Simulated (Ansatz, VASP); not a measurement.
# MgS in two plane-wave programs

One calculation is typed for both programs; each brings its own data sets. How far apart do they land? The structure shown comes from an earlier run, which isn't shown and may have moved the atoms alone.

Calculated with Ansatz 0.2.0; plane waves, with VASP 6.6.1 beside it; LDA.

## 1. The structure

The structure is cubic, space group F-43m (No. 216). Conventional cell: a = 5.596 Å, b = 5.596 Å, c = 5.596 Å, α = 90.00°, β = 90.00°, γ = 90.00°. Nearest to Mg lie 4 S at 2.42 Å. S has 4 Mg at 2.42 Å nearest. Farther neighbours and most contacts between anions are not listed.

## 2. Ansatz: elastic constants, LDA

Ansatz runs on norm-conserving files, of PseudoDojo where its log says so.

Elastic constants are differences of stresses under small strains, so they test the stress and the mesh.

Input file input.yaml:

```yaml
crystal:
  lattice:
    - [-2.7981932368, 0.0, 2.7981932368]
    - [0.0, 2.7981932368, 2.7981932368]
    - [-2.7981932368, 2.7981932368, 0.0]
  atoms:
    - { symbol: Mg, position: [0.0, 0.0, 0.0] }
    - { symbol: S, position: [0.75, 0.75, 0.75] }
kpoints:
  mp_grid: { grid: [8, 8, 8] }
hamiltonian:
  xc: lda
  pseudopotentials: { kind: nc, accuracy: standard }
scf:
  occupations: { method: fixed }
output:
  forces: true
  stress: true
  eigenvalues: true
basis:
  ecutwfc: 1278.935
elastic:
  mode: relaxed_ion
```

Command:

```sh
$ ansatz run input.yaml --threads 4 --pin off --max-ram 8192MiB --backend cpu --events-out ev --progress --plain --runs-dir out
```

Output:

```text
Engine: ansatz 0.2.0, aarch64-unknown-linux-gnu
Pseudopotentials: kind: nc
Pseudopotential: Mg, nc, valence charge 10, recommended cutoff 1142.878222 eV (normal), Mg.nc.azcp (PseudoDojo's, or run here from an input of PseudoDojo's; its table is named by hamiltonian.pseudopotentials.accuracy)
Pseudopotential: S, nc, valence charge 6, recommended cutoff 734.707429 eV (normal), S.nc.azcp (PseudoDojo's, or run here from an input of PseudoDojo's; its table is named by hamiltonian.pseudopotentials.accuracy)
Functional definition: SPW92
  exchange = slater_x
  correlation = pw_c
Crystal: 2 atoms, lattice volume = 43.819 Å³
Basis set: ecut = 1278.935 eV, 4573 PW (Γ)
Bands: 12, of which v1, the nominal top of the filled ones, is band 8 counted from 1 (7 counted from 0)
Symmetry: 24 space group operations
Space group: F-43m (ITA 216), of the structure as read, at distance tolerance 3.5e-5 Å
k-points: 29 of 512 (time reversal used)
Non-local potential: Mg, projectors of the file, l = 0: 2, l = 1: 2
Non-local potential: S, projectors of the file, l = 0: 2, l = 1: 2, l = 2: 2
Initial density: superposition of atomic densities (chi_scale 0.1, normalization cell, long waves kept (reshape's long-wave potential 0.00 eV rms))
Initial wavefunctions: pseudopotential atomic-orbital guess
Functional: x = slater, c = lda
SCF iter   1: F=—  HF=-1917.107029 eV  |F-HF|=—  |Δ(HF+E_count)|=         —  Δρ=4.49e-2  dr2=6.71e-1  ethr=3.10e-3  ⟨swp⟩=5.0  Hψ=1965  notcnv=0  defer=43
preconditioner: auto → none  [insulator: Δε(μ)=3.636 eV  Ē_g=11.351 eV  n_scr=14 (ndim 8)  ℏωp=15.9 eV  f_vac=0.000  ε∞_Penn≈3.0]
SCF iter   2: F=—  HF=-1916.874014 eV  |F-HF|=—  |Δ(HF+E_count)|=   2.33e-1  Δρ=1.61e-2  dr2=6.96e-2  ethr=3.10e-3  ⟨swp⟩=3.0  Hψ=875  notcnv=0  defer=56
SCF iter   3: F=—  HF=-1916.856977 eV  |F-HF|=—  |Δ(HF+E_count)|=   1.70e-2  Δρ=4.74e-3  dr2=6.43e-3  ethr=4.35e-4  ⟨swp⟩=3.2  Hψ=652  notcnv=0  defer=54
SCF iter   4: F=—  HF=-1916.856074 eV  |F-HF|=—  |Δ(HF+E_count)|=   9.03e-4  Δρ=1.23e-3  dr2=2.35e-4  ethr=4.02e-5  ⟨swp⟩=2.2  Hψ=487  notcnv=0  defer=54
SCF iter   5: F=—  HF=-1916.856098 eV  |F-HF|=—  |Δ(HF+E_count)|=   2.43e-5  Δρ=7.98e-5  dr2=1.44e-6  ethr=1.47e-6  ⟨swp⟩=2.0  Hψ=432  notcnv=0  defer=54
SCF iter   6: F=—  HF=-1916.856045 eV  |F-HF|=—  |Δ(HF+E_count)|=   5.32e-5  Δρ=1.24e-5  dr2=3.13e-8  ethr=9.02e-9  ⟨swp⟩=2.8  Hψ=574  notcnv=0  defer=44
SCF iter   7: F=—  HF=-1916.856045 eV  |F-HF|=—  |Δ(HF+E_count)|=   9.43e-9  Δρ=1.14e-6  dr2=2.45e-10  ethr=1.96e-10  ⟨swp⟩=2.6  Hψ=515  notcnv=0  defer=44
SCF iter   8: F=—  HF=-1916.856045 eV  |F-HF|=—  |Δ(HF+E_count)|=  5.02e-11  Δρ=1.16e-7  dr2=3.44e-12  ethr=1.53e-12  ⟨swp⟩=2.3  Hψ=552  notcnv=0  defer=44
SCF iter   9: F=-1916.856045 eV  HF=-1916.856045 eV  |F-HF|=9.09e-13  |Δ(HF+E_count)|=  1.36e-12  Δρ=2.06e-8  dr2=6.47e-14  ethr=1.00e-12  ⟨swp⟩=8.9  Hψ=2248  notcnv=0
SCF 1 converged in 9 iterations: F = -1916.856045 eV  dr2 = 6.47e-14
Crystal: 2 atoms, lattice volume = 43.644 Å³
Symmetry: 8 space group operations
k-points: 59 of 512 (time reversal used)
Initial density: handed on by an earlier stage of this run
Initial wavefunctions: those handed on with the density
iter 1 solved again at ethr=5.61e-7 eV; its pass at ethr=3.10e-3 eV (dr2=8.98e-5 eV) is discarded
SCF iter   1: F=—  HF=-1916.855952 eV  |F-HF|=—  |Δ(HF+E_count)|=         —  Δρ=2.35e-4  dr2=3.15e-5  ethr=5.61e-7  ⟨swp⟩=3.6  Hψ=4879  notcnv=0  defer=111
preconditioner: auto → none  [insulator: Δε(μ)=3.367 eV  Ē_g=11.150 eV  n_scr=14 (ndim 8)  ℏωp=15.9 eV  f_vac=0.011  ε∞_Penn≈3.0]
SCF iter   2: F=—  HF=-1916.855946 eV  |F-HF|=—  |Δ(HF+E_count)|=   6.02e-6  Δρ=1.01e-4  dr2=4.34e-6  ethr=1.97e-7  ⟨swp⟩=2.1  Hψ=924  notcnv=0  defer=92
SCF iter   3: F=—  HF=-1916.855946 eV  |F-HF|=—  |Δ(HF+E_count)|=   1.29e-7  Δρ=3.48e-5  dr2=3.82e-7  ethr=2.71e-8  ⟨swp⟩=2.1  Hψ=1115  notcnv=0  defer=29
SCF iter   4: F=—  HF=-1916.855888 eV  |F-HF|=—  |Δ(HF+E_count)|=   5.78e-5  Δρ=7.77e-6  dr2=1.14e-8  ethr=2.39e-9  ⟨swp⟩=2.2  Hψ=912  notcnv=0  defer=3
SCF iter   5: F=—  HF=-1916.855888 eV  |F-HF|=—  |Δ(HF+E_count)|=   2.11e-9  Δρ=1.03e-6  dr2=1.38e-10  ethr=7.13e-11  ⟨swp⟩=2.5  Hψ=1192  notcnv=0  defer=3
SCF iter   6: F=—  HF=-1916.855888 eV  |F-HF|=—  |Δ(HF+E_count)|=  1.05e-11  Δρ=3.15e-7  dr2=1.32e-11  ethr=8.63e-13 (applied; sched 1.00e-12)  ⟨swp⟩=2.4  Hψ=1035  notcnv=0  defer=3
SCF iter   7: F=—  HF=-1916.855888 eV  |F-HF|=—  |Δ(HF+E_count)|=  7.50e-12  Δρ=3.40e-8  dr2=1.82e-13  ethr=8.26e-14 (applied; sched 1.00e-12)  ⟨swp⟩=2.0  Hψ=1071  notcnv=0  defer=3
SCF iter   8: F=-1916.855888 eV  HF=-1916.855888 eV  |F-HF|=4.55e-13  |Δ(HF+E_count)|=  4.55e-13  Δρ=1.85e-9  dr2=1.23e-15  ethr=1.00e-12  ⟨swp⟩=5.0  Hψ=2488  notcnv=0
SCF 2 converged in 8 iterations: F = -1916.855888 eV  dr2 = 1.23e-15
Crystal: 2 atoms, lattice volume = 43.994 Å³
Basis set: ecut = 1278.935 eV, 4597 PW (Γ)
[...]
SCF iter   5: F=—  HF=-1916.856030 eV  |F-HF|=—  |Δ(HF+E_count)|=  5.41e-11  Δρ=1.68e-7  dr2=9.26e-12  ethr=7.50e-12  ⟨swp⟩=1.6  Hψ=1269  notcnv=0  defer=2
SCF iter   6: F=—  HF=-1916.856030 eV  |F-HF|=—  |Δ(HF+E_count)|=  4.55e-13  Δρ=6.92e-8  dr2=7.86e-13  ethr=5.79e-14 (applied; sched 1.00e-12)  ⟨swp⟩=2.2  Hψ=1838  notcnv=0  defer=2
SCF iter   7: F=-1916.856030 eV  HF=-1916.856030 eV  |F-HF|=4.55e-13  |Δ(HF+E_count)|=  4.55e-13  Δρ=2.01e-8  dr2=6.34e-14  ethr=1.00e-12  ⟨swp⟩=5.2  Hψ=4118  notcnv=0
SCF 14 converged in 7 iterations: F = -1916.856030 eV  dr2 = 6.34e-14
relax step   2: F+E_penalty+E_count = -1916.85602962 eV  Δ(F+E_penalty+E_count) = -1.484e-5 eV  max|allowed force component| = 1.143e-8 eV/Å  Δτ_max = 0.0011 Å  (7 SCF iters, accepted)
[...]
relax step   1: F+E_penalty+E_count = -1916.85592286 eV  Δ(F+E_penalty+E_count) = +0.000e0 eV  max|allowed force component| = 2.667e-2 eV/Å  Δτ_max = 0.0000 Å  (9 SCF iters, accepted)
[...]
relax step   2: F+E_penalty+E_count = -1916.85598223 eV  Δ(F+E_penalty+E_count) = -5.937e-5 eV  max|allowed force component| = 1.456e-6 eV/Å  Δτ_max = 0.0022 Å  (8 SCF iters, accepted)
iter 1 solved again at ethr=1.00e-12 eV; its pass at ethr=3.10e-3 eV (dr2=7.61e-13 eV) is discarded
SCF iter   1: F=—  HF=-1916.855982 eV  |F-HF|=—  |Δ(HF+E_count)|=         —  Δρ=1.46e-8  dr2=2.95e-14  ethr=1.00e-12  ⟨swp⟩=2.5  Hψ=6799  notcnv=0  defer=3
SCF iter   2: F=-1916.855982 eV  HF=-1916.855982 eV  |F-HF|=1.36e-12  |Δ(HF+E_count)|=  2.27e-13  Δρ=6.01e-9  dr2=3.45e-15  ethr=1.00e-12  ⟨swp⟩=5.5  Hψ=4011  notcnv=0
SCF 18 converged in 2 iterations: F = -1916.855982 eV  dr2 = 3.45e-15
SCF converged after 9 iterations
Free energy (F): -1916.856045 eV
Harris-Foulkes:  -1916.856045 eV  (|F-HF|=9.09e-13)
Internal energy: -1916.856045 eV  (E = F + TS)
E sigma→0 (E₀):  -1916.856045 eV
Fermi energy:    3.202621 eV
--- Per-component energies (eV) ---
  E_band       = -367.519180
  E_kinetic    = 1027.399607
  E_local      = -1954.755098  (includes V_loc(G=0)·N_el)
  E_nonlocal   = -452.846254
  E_hartree    = 686.120099
  E_xc         = -296.776515
  E_vxc        = -359.557627  (∫ρ·V_xc dr)
  E_ewald      = -925.997884
  E_smearing   = -0.000000  (= −TS)
  E_closure    = -0.000000  (closes the sum)
  Σ components = -1916.856045   (vs F -1916.856045, Δ=0.00e0)
--- Forces (eV/Å), atoms counted from 1 ---
  atom   1  Mg     0.00000000     0.00000000     0.00000000
  atom   2  S     -0.00000000    -0.00000000     0.00000000
  max |Σ_I F_I| component: 6.01e-17 eV/Å
--- Stress (GPa, compression-positive) ---
       -0.005570       0.000000       0.000000
       -0.000000      -0.005570       0.000000
        0.000000       0.000000      -0.005570
  P = ⅓ Tr σ = -0.0056 GPa (-0.056 kbar)
--- Band table (eV; the first three rows and the last of 29) ---
  k-point 0: bands = [... 4 lower, -8.1738, 3.2026, 3.2026, 3.2026, 6.5538, 11.0307, 11.0307, 11.0307]
  k-point 1: bands = [... 4 lower, -8.0777, 2.4700, 3.1460, 3.1460, 7.2444, 10.8477, 11.2142, 11.2142]
  k-point 2: bands = [... 4 lower, -7.8277, 1.2277, 3.0185, 3.0185, 8.0878, 10.9213, 11.2475, 11.2475]
  k-point 28: bands = [... 4 lower, -7.1606, 0.7734, 1.2305, 1.7703, 8.5747, 11.1399, 11.2458, 11.6470]
--- Elastic constants: 2 strain directions × 4 members + reference (group order 24) ---
  dense FFT box of the reference and of every strained cell: 48×48×48
  strains applied: 11, 23; error gains: componentwise 1.00 (the most a stress slope's error grows in a printed constant), spectral 1.73 (1 for all six strains in a standard setting)
  C = ∂σ_k/∂η_j (tension-positive GPa; Voigt order 11 22 33 23 13 12):
        74.579     54.765     54.765     -0.000      0.000     -0.000
        54.765     74.579     54.765     -0.000      0.000      0.000
        54.765     54.765     74.579     -0.000     -0.000     -0.000
         0.000     -0.000     -0.000     28.807     -0.000      0.000
         0.000      0.000      0.000      0.000     28.807     -0.000
        -0.000      0.000     -0.000     -0.000     -0.000     28.807
  reference stress σ⁰ (GPa):      0.006      0.006      0.006     -0.000     -0.000      0.000
  C* (energy form; C + prestress term) asymmetry max|C*_kj − C*_jk| = 1.421e-14 GPa — a small one proves nothing (zero by symmetry where the batch's group is 432, −43m or m−3m); a large one is finite-difference/SCF noise where every solve meets its electron count
  moduli (Voigt/Reuss/Hill, GPa): K = 61.37/61.37/61.37   G = 21.25/16.34/18.79   E = 51.16   ν = 0.361
  mechanically stable: yes (min eigenvalue of sym C = 19.81 GPa)
  strain η (Voigt 11):  stress-route row diagonal C_11 = 74.58 GPa, energy-path curvature d²(F+E_count+ΔE)/dδ²/Ω₀ = 74.58 GPa
    cells at ±δ against ±2δ: C21 54.77 and 54.77 GPa, apart by 0.00 % of the column's largest entry
         δ    σ_11 (GPa)             F (eV)   n_scf  n_hpsi   n_pw
    -4.000e-3      -0.2933       -1916.8558878       8   14134   4573   relax 0 steps, max|allowed force component| 6.07e-17 eV/Å
    -2.000e-3      -0.1437       -1916.8560073       2    9161   4573   relax 0 steps, max|allowed force component| 7.81e-17 eV/Å
     2.000e-3       0.1546       -1916.8560016       2    8787   4584   relax 0 steps, max|allowed force component| 8.15e-17 eV/Å
     4.000e-3       0.3034       -1916.8558765       6   13359   4605   relax 0 steps, max|allowed force component| 6.59e-17 eV/Å
  strain η (Voigt 23):  stress-route row diagonal C_44 = 28.81 GPa, energy-path curvature d²(F+E_count+ΔE)/dδ²/Ω₀ = 28.80 GPa
    cells at ±δ against ±2δ: C44 28.81 and 28.81 GPa, apart by 0.00 % of the column's largest entry
         δ    σ_23 (GPa)             F (eV)   n_scf  n_hpsi   n_pw
    -4.000e-3      -0.1152       -1916.8559822       2   11606   4585   relax 3 steps, max|allowed force component| 5.47e-7 eV/Å
    -2.000e-3      -0.0576       -1916.8560296       2   11631   4573   relax 2 steps, max|allowed force component| 5.26e-7 eV/Å
     2.000e-3       0.0576       -1916.8560296       2   11646   4573   relax 2 steps, max|allowed force component| 1.14e-8 eV/Å
     4.000e-3       0.1152       -1916.8559822       2   11629   4585   relax 2 steps, max|allowed force component| 1.46e-6 eV/Å
```

[end of part 1 of 2]

[Lines on the potential files, build, host, timing and source positions are cut from VASP's logs without a mark.]

[Logs are printed without paths, hosts, clocks, repeated set-up lines and the standing remarks that a program may print on its own settings, such as how far it seeks lower states.]

[Hosts, paths, dates, database ids (printed as entryN), source tags and the programs' standing remarks are cut or masked in the printed files.]
